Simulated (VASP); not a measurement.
Consider the following.

```
CELL_PARAMETERS angstrom
      3.86446     0.00000     0.00000
     -1.93223     3.34672     0.00000
      0.00000     0.00000     4.45269
ATOMIC_POSITIONS crystal
  Ti 0.33333 0.66667 0.93747
  Ti 0.66667 0.33333 0.43747
  B  0.33333 0.66667 0.43753
  B  0.66667 0.33333 0.93753
```

Method: PBE GGA, VASP's PBE PAW potentials (set 64) (plane waves; VASP). Run with 520 eV cut-off, Gaussian smearing of 0.050 eV, potentials Ti_sv B.

Task: Give the energies of bands 9 to 18 at the high-symmetry points, in eV from the Fermi level.

Result: 
| band | Γ | M | K | A | L | H |
|---|---|---|---|---|---|---|
| 9 | -7.85 | -6.13 | -5.54 | -6.15 | -4.76 | -4.55 |
| 10 | -4.90 | -5.14 | -5.54 | -6.15 | -4.76 | -4.55 |
| 11 | -0.83 | -2.17 | -1.66 | -1.23 | -2.73 | -2.50 |
| 12 | -0.83 | -0.47 | -0.15 | -1.23 | -2.73 | -2.50 |
| 13 | -0.81 | -0.20 | -0.15 | -1.23 | -0.54 | -1.16 |
| 14 | -0.66 | -0.08 | -0.10 | -1.23 | -0.54 | -1.16 |
| 15 | -0.66 | 0.32 | -0.10 | -1.02 | -0.30 | 0.00 |
| 16 | 1.24 | 0.67 | 0.02 | -1.02 | -0.30 | 0.00 |
| 17 | 1.24 | 1.51 | 1.11 | 2.98 | 2.31 | 1.59 |
| 18 | 2.19 | 1.90 | 2.25 | 2.98 | 2.31 | 1.59 |

It has no gap at this level: it comes out as a metal or semimetal.

The structure was generated: TiB was put into the wurtzite type (P6_3mc), which need not be its known phase. It was relaxed first, which changed the volume by -36 %. The relaxed cell has space group P6_3/mmc.
